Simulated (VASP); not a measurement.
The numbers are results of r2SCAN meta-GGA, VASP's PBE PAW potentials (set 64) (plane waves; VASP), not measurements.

A VASP calculation is set up with these files.

POSCAR:
```
GaSb
1
   -0.0000000000     3.0667773483     3.0667773483
    3.0667773483    -0.0000000000     3.0667773483
    3.0667773483     3.0667773483    -0.0000000000
Ga Sb
1 1
Direct
  0.0000000000   0.0000000000   0.0000000000
  0.7500000000   0.7500000000   0.7500000000
```

KPOINTS:
```
Automatic mesh
0
Gamma
8 8 8
0 0 0
```

INCAR:
```
SYSTEM = GaSb
PREC = Normal
ENCUT = 400
EDIFF = 1E-5
NELM = 100
ALGO = Normal
LREAL = .FALSE.
LASPH = .TRUE.
ISMEAR = 0
SIGMA = 0.05
METAGGA = R2SCAN
LMIXTAU = .TRUE.
LMAXMIX = 4
LWAVE = .FALSE.
LCHARG = .FALSE.
NELMIN = 4
IBRION = 2
ISIF = 2
NSW = 20
EDIFFG = -0.03
```

POTCAR, in this order: Ga_d Sb (PBE.64 set). Program: vasp_std.

Unless said otherwise, spin-orbit coupling is left out, though it shifts the bands of the heavy elements here.

Question: Estimate the energy per atom (σ→0), band gap (on the k-mesh).

Answer: 
The energy per atom (σ→0) comes out as -18.799 eV/atom and the band gap (on the k-mesh) is 0.39 eV.

**OSZICAR**
```
...
DAV:  11    -0.375981342216E+02   -0.31764E-02   -0.18013E-02   759   0.117E+00    0.645E-02
DAV:  12    -0.375957033698E+02    0.24309E-02   -0.20278E-03   799   0.393E-01    0.646E-02
DAV:  13    -0.375973929299E+02   -0.16896E-02   -0.52538E-04   769   0.235E-01    0.508E-02
DAV:  14    -0.375980580630E+02   -0.66513E-03   -0.84601E-04   784   0.237E-01    0.269E-02
DAV:  15    -0.375980922268E+02   -0.34164E-04   -0.76004E-05   935   0.868E-02    0.587E-03
DAV:  16    -0.375981771986E+02   -0.84972E-04   -0.77474E-05   764   0.734E-02    0.245E-03
DAV:  17    -0.375981837909E+02   -0.65923E-05   -0.39845E-06   432   0.306E-02
   1 F= -.37598184E+02 E0= -.37598184E+02  d E =-.375982E+02
```

The compound is GaSb in the zinc blende structure. It was relaxed first.
